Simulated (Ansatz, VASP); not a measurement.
# KMgF3: VASP beside Ansatz, part 2 of 2

Aim: how closely do two programs agree when they are given the same cell, functional and k mesh? The cell is taken from a series of runs on this material, whose earlier steps may have relaxed, scaled, displaced or heated it; both programs get it as it stands.

VASP 6.6.1 and Ansatz 0.2.0.

So far: The starting structure; Ansatz: relaxation of cell and atoms, RPBE.

### Step 3. VASP: relaxation of cell and atoms, RPBE

Level of this step: RPBE; plane waves and PAW (K_sv, Mg, F) (VASP).

The same cell, functional and mesh now go to VASP, with its own data sets.

Lines of VASP's logs that name or quote its potential files are left out, and so is its time.

File INCAR:

```
SYSTEM = KMgF3
PREC = Accurate
ENCUT = 600
EDIFF = 1E-07
NELM = 120
ISMEAR = 0
SIGMA = 0.01
LREAL = .FALSE.
ALGO = Normal
GGA = RP
NBANDS = 22
LORBIT = 11
LWAVE = .FALSE.
LCHARG = .FALSE.
ISIF = 3
IBRION = 2
NSW = 80
EDIFFG = -0.005
LASPH = .TRUE.
GGA_COMPAT = .FALSE.
NELMIN = 4
EFERMI = MIDGAP
KPAR = 2
```

File POSCAR:

```
KMgF3
1.0
    4.1369490000      0.0000000000      0.0000000000
    0.0000000000      4.1369490000      0.0000000000
    0.0000000000      0.0000000000      4.1369490000
K Mg F
1 1 3
Direct
    0.4999998791      0.4999998791      0.4999998791
    0.0000000000      0.0000000000      0.0000000000
    0.4999998791      0.0000000000      0.0000000000
    0.0000000000      0.4999998791      0.0000000000
    0.0000000000      0.0000000000      0.4999998791
```

File KPOINTS:

```
Automatic mesh
0
Gamma
6 6 6
0 0 0
```

Potentials, in the order of the species: K_sv, Mg and F (PBE family, release 64).

Command:

```console
$ mpirun -np 2 vasp_std
```

Numbers of over 12 decimals in the logs are rounded to 6 here.

The program printed:

```text
[banner, memory and clock lines left out]
running    2 mpi-ranks, on    1 nodes
 distrk:  each k-point on    1 cores,    2 groups
 distr:  one band on    1 cores,    1 groups

 POSCAR found type information on POSCAR K MgF
 POSCAR found :  3 types and       5 ions
|                                                                             |
|               ----> ADVICE to this user running VASP <----                  |
|                                                                             |
|     You enforced a specific xc type in the INCAR file but a different       |
|     [... a line on the potential file left out ...]
|     I HOPE YOU KNOW WHAT YOU ARE DOING!                                     |
|                                                                             |

 LDA part: xc-table for (Slater+PW92), standard interpolation
 POSCAR, INCAR and KPOINTS ok, starting setup
 FFT: planning ... GRIDC
 FFT: planning ... GRID_SOFT
 FFT: planning ... GRID
 WAVECAR not read
 entering main loop
       N       E                     dE             d eps       ncg     rms          rms(c)
DAV:   1     0.261000387397E+03    0.26100E+03   -0.18670E+04   888   0.154E+03
DAV:   2    -0.113758964517E+02   -0.27238E+03   -0.26058E+03  1152   0.382E+02
DAV:   3    -0.248190581430E+02   -0.13443E+02   -0.13390E+02  1164   0.815E+01
DAV:   4    -0.255048031712E+02   -0.68575E+00   -0.68478E+00  1468   0.107E+01
DAV:   5    -0.255071484132E+02   -0.23452E-02   -0.23452E-02  1102   0.693E-01    0.915E+00
DAV:   6    -0.231969811749E+02    0.23102E+01   -0.87564E+00  1048   0.204E+01    0.343E+00
DAV:   7    -0.232181196262E+02   -0.21138E-01   -0.22758E-01  1172   0.300E+00    0.215E+00
DAV:   8    -0.232468574233E+02   -0.28738E-01   -0.11446E-01  1104   0.335E+00    0.357E-01
DAV:   9    -0.232480259787E+02   -0.11686E-02   -0.23998E-02  1116   0.111E+00    0.175E-01
DAV:  10    -0.232483336934E+02   -0.30771E-03   -0.22519E-03  1084   0.365E-01    0.654E-02
DAV:  11    -0.232483524991E+02   -0.18806E-04   -0.72895E-05  1066   0.739E-02    0.227E-02
DAV:  12    -0.232483596834E+02   -0.71843E-05   -0.79912E-06  1048   0.225E-02    0.328E-03
DAV:  13    -0.232483603419E+02   -0.65850E-06   -0.18296E-06  1086   0.104E-02    0.111E-03
DAV:  14    -0.232483604827E+02   -0.14080E-06   -0.47204E-07   990   0.518E-03    0.663E-04
DAV:  15    -0.232483604440E+02    0.38632E-07   -0.25501E-08   782   0.130E-03
   1 F= -.23248360E+02 E0= -.23248360E+02  d E =-.232484E+02
 curvature:   0.00 expect dE= 0.000E+00 dE for cont linesearch  0.000E+00
 trial: gam= 0.00000 g(F)=  0.000E+00 g(S)=  0.168E-02 ort = 0.000E+00 (trialstep = 0.100E+01)
 search vector abs. value=  0.168E-02
 bond charge predicted
       N       E                     dE             d eps       ncg     rms          rms(c)
DAV:   1    -0.232650831254E+02   -0.16723E-01   -0.29877E-01   916   0.478E+00    0.985E-01
DAV:   2    -0.232503061632E+02    0.14777E-01   -0.64772E-02   988   0.189E+00    0.184E-01
DAV:   3    -0.232495729087E+02    0.73325E-03   -0.13514E-03  1164   0.292E-01    0.990E-02
DAV:   4    -0.232494153382E+02    0.15757E-03   -0.66420E-04  1494   0.141E-01    0.693E-02
DAV:   5    -0.232494477562E+02   -0.32418E-04   -0.51108E-05  1308   0.506E-02    0.112E-02
DAV:   6    -0.232494467070E+02    0.10492E-05   -0.21160E-05  1486   0.330E-02    0.531E-03
DAV:   7    -0.232494491193E+02   -0.24123E-05   -0.13792E-06  1254   0.588E-03    0.106E-03
DAV:   8    -0.232494495166E+02   -0.39728E-06   -0.34585E-08   710   0.141E-03    0.146E-04
DAV:   9    -0.232494495356E+02   -0.19023E-07   -0.49407E-09   506   0.646E-04
   2 F= -.23249450E+02 E0= -.23249450E+02  d E =-.108909E-02
 trial-energy change:   -0.001089  1 .order   -0.001080   -0.001676   -0.000484
 step:   1.3817(harm=  1.4057)  dis= 0.00000  next Energy=   -23.249542 (dE=-0.118E-02)
 bond charge predicted
       N       E                     dE             d eps       ncg     rms          rms(c)
DAV:   1    -0.232518245837E+02   -0.23751E-02   -0.43617E-02   916   0.182E+00    0.376E-01
DAV:   2    -0.232496701675E+02    0.21544E-02   -0.94203E-03   994   0.720E-01    0.704E-02
DAV:   3    -0.232495600283E+02    0.11014E-03   -0.19001E-04  1170   0.110E-01    0.383E-02
DAV:   4    -0.232495376277E+02    0.22401E-04   -0.96535E-05  1504   0.533E-02    0.268E-02
DAV:   5    -0.232495452338E+02   -0.76061E-05   -0.70334E-06  1338   0.187E-02    0.415E-03
DAV:   6    -0.232495455056E+02   -0.27181E-06   -0.29870E-06  1492   0.124E-02    0.201E-03
DAV:   7    -0.232495462872E+02   -0.78157E-06   -0.19942E-07   938   0.223E-03    0.375E-04
DAV:   8    -0.232495464231E+02   -0.13595E-06   -0.82269E-09   524   0.715E-04    0.588E-05
DAV:   9    -0.232495464485E+02   -0.25363E-07   -0.12465E-09   452   0.281E-04
   3 F= -.23249546E+02 E0= -.23249546E+02  d E =-.118600E-02
 curvature:  -0.70 expect dE=-0.151E-06 dE for cont linesearch -0.151E-06
 trial: gam=-0.01120 g(F)=  0.495E-47 g(S)=  0.215E-06 ort = 0.190E-04 (trialstep = 0.108E+01)
 search vector abs. value=  0.128E-09
 reached required accuracy - stopping structural energy minimisation
```

OUTCAR, selected parts (step 3):

```text
ion  position               nearest neighbor table
   1  0.500  0.500  0.500-   2 3.58   2 3.58   2 3.58   2 3.58   2 3.58   2 3.58   2 3.58   2 3.58

  LATTYP: Found a simple cubic cell.
 ALAT       =     4.1369490000

 Subroutine GETGRP returns: Found 48 space group operations
 (whereof 48 operations were pure point group operations)

The static configuration has the point symmetry O_h .

 Found     20 irreducible k-points:

   k-points           NKPTS =     20   k-points in BZ     NKDIM =     20   number of bands    NBANDS=     22

   dimension x,y,z NGX =    36 NGY =   36 NGZ =   36
   dimension x,y,z NGXF=    72 NGYF=   72 NGZF=   72

   ENCUT  =  600.0 eV  44.10 Ry    6.64 a.u.   8.26  8.26  8.26*2*pi/ulx,y,z

   NELECT =      32.0000    total number of electrons

 k-points in reciprocal lattice and weights: Automatic mesh
   0.00000000  0.00000000  0.00000000       0.005
   0.16666667  0.00000000  0.00000000       0.028
   0.33333333  0.00000000  0.00000000       0.028
   0.50000000  0.00000000  0.00000000       0.014
   0.16666667  0.16666667  0.00000000       0.056
   0.33333333  0.16666667  0.00000000       0.111
   0.50000000  0.16666667  0.00000000       0.056
   0.33333333  0.33333333  0.00000000       0.056
   0.50000000  0.33333333  0.00000000       0.056
[...]
0.50000000  0.50000000  0.33333333       0.028
   0.50000000  0.50000000  0.50000000       0.005

 average (electrostatic) potential at core
       1 -35.2265       2 -39.5227       3 -77.8172       4 -77.8172       5 -77.8172

 E-fermi :   1.5619

 k-point     1 :       0.0000    0.0000    0.0000
  band No.  band energies     occupation
    ...
     12      -2.3992      2.00000
     13      -2.3992      2.00000
     14      -2.1904      2.00000
     15      -2.1904      2.00000
     16      -2.1904      2.00000
     17       4.9999      0.00000
     18       8.2716      0.00000
     19       8.2716      0.00000
     20      10.2066      0.00000
     21      10.2066      0.00000
    ...

 k-point     2 :       0.1667    0.0000    0.0000
  band No.  band energies     occupation
    ...
     12      -2.4454      2.00000
     13      -2.4454      2.00000
     14      -2.4048      2.00000
     15      -2.2315      2.00000
     16      -2.2315      2.00000
     17       5.4416      0.00000
     18       8.4793      0.00000
     19       8.4928      0.00000
     20      10.2952      0.00000
     21      10.2952      0.00000
    ...

 k-point     3 :       0.3333    0.0000    0.0000
  band No.  band energies     occupation
    ...
     12      -2.5520      2.00000
     13      -2.5520      2.00000
     14      -2.5391      2.00000
     15      -2.3052      2.00000
     16      -2.3052      2.00000
     17       6.5476      0.00000
     18       8.6712      0.00000
     19       8.9199      0.00000
     20      10.4709      0.00000
     21      10.4709      0.00000
    ...

  Total       -0.0027251     -0.0027251     -0.0027251     -0.0000000      0.0000000     -0.0000000
  in kB       -0.0622648     -0.0622648     -0.0622648     -0.0000000      0.0000000     -0.0000000
  external PRESSURE =      -0.0622648 kB  Pullay stress =       0.0000000 kB

  energy-cutoff  :      600.00
  volume of cell :       70.12
      direct lattice vectors                 reciprocal lattice vectors
     4.123676609  0.000000000  0.000000000     0.242502042 -0.000000000  0.000000000
     0.000000000  4.123676609  0.000000000    -0.000000000  0.242502042  0.000000000
    -0.000000000 -0.000000000  4.123676609     0.000000000 -0.000000000  0.242502042

 POSITION                                       TOTAL-FORCE (eV/Angst)
 -----------------------------------------------------------------------------------
      2.06184      2.06184      2.06184        -0.000000     -0.000000      0.000000
      0.00000      0.00000      0.00000         0.000000      0.000000      0.000000
      2.06184      0.00000      0.00000         0.000000      0.000000      0.000000
      0.00000      2.06184      0.00000         0.000000      0.000000      0.000000
     -0.00000     -0.00000      2.06184        -0.000000     -0.000000      0.000000
 -----------------------------------------------------------------------------------
    total drift:                                0.001225      0.001225      0.001225

  FREE ENERGIE OF THE ION-ELECTRON SYSTEM (eV)
  ---------------------------------------------------
  free  energy   TOTEN  =       -23.2495464485 eV

  energy  without entropy=      -23.2495464485  energy(sigma->0) =      -23.24954645

 reached required accuracy - stopping structural energy minimisation

 total charge
# of ion       s       p       d       tot
------------------------------------------
    1        1.956   5.630   0.021   7.607
    2        0.108   0.128   0.060   0.296
    3        1.729   4.407   0.000   6.136
    4        1.729   4.407   0.000   6.136
    5        1.729   4.407   0.000   6.136
--------------------------------------------------
tot          7.251  18.979   0.080  26.311

[... 3 further parts left out ...]
```

CONTCAR:

```
KMgF3
   1.00000000000000
     4.1236766087975241    0.0000000000000000    0.0000000000000000
     0.0000000000000000    4.1236766087975241    0.0000000000000000
    -0.0000000000000000   -0.0000000000000000    4.1236766087975241
  K               Mg              F
     1     1     3
Direct
     0.4999998791000024    0.4999998791000024    0.4999998791000024
     0.0000000000000000    0.0000000000000000    0.0000000000000000
     0.4999998791000024    0.0000000000000000    0.0000000000000000
     0.0000000000000000    0.4999998791000024    0.0000000000000000
     0.0000000000000000    0.0000000000000000    0.4999998791000024
```

### Step 4. Comparison

Known differences besides the potentials themselves: fixed occupations in Ansatz, narrow Gaussian smearing in VASP; the data sets hold 40 valence electrons in Ansatz (on its default PAW (the set named soft_2) files) and 32 in VASP; the cutoff is 420 eV in Ansatz and 600 eV in VASP; Ansatz makes its cores anew for this functional, VASP keeps those of its PBE data sets; Ansatz adds a Pulay correction to the stress that steers its cell, VASP none. Total energies have different zeros and are not compared.

Compared:

```csv
quantity,Ansatz,VASP,difference
volume (Å³),70.83,70.12,+1.01 %
"edge a after relaxation, in the typed setting (Å)",4.138,4.124,+0.33 %
```

### Step 5. Summary of results

```json
{"difference in volume (relaxation of cell and atoms, RPBE)": "1.0 %"}
```

The difference in volume is 1.0 % (relaxation of cell and atoms, RPBE), within the 1.2 % picked in this series as the mark of a large difference, as far as the stopping tolerances let one tell. The data sets hold unlike numbers of valence electrons (40 in Ansatz and 32 in VASP), so part of the differences comes from the potentials. Such differences can come from data sets, numerical settings and the points named under the comparisons, not from the functional's error against experiment.

[Lines on the potential files, build, host, timing and source positions are cut from VASP's logs without a mark.]

[Logs are printed without paths, hosts, clocks, repeated set-up lines and the standing remarks that a program may print on its own settings, such as how far it seeks lower states.]

[Hosts, paths, dates, database ids (printed as entryN), source tags and the programs' standing remarks are cut or masked in the printed files.]
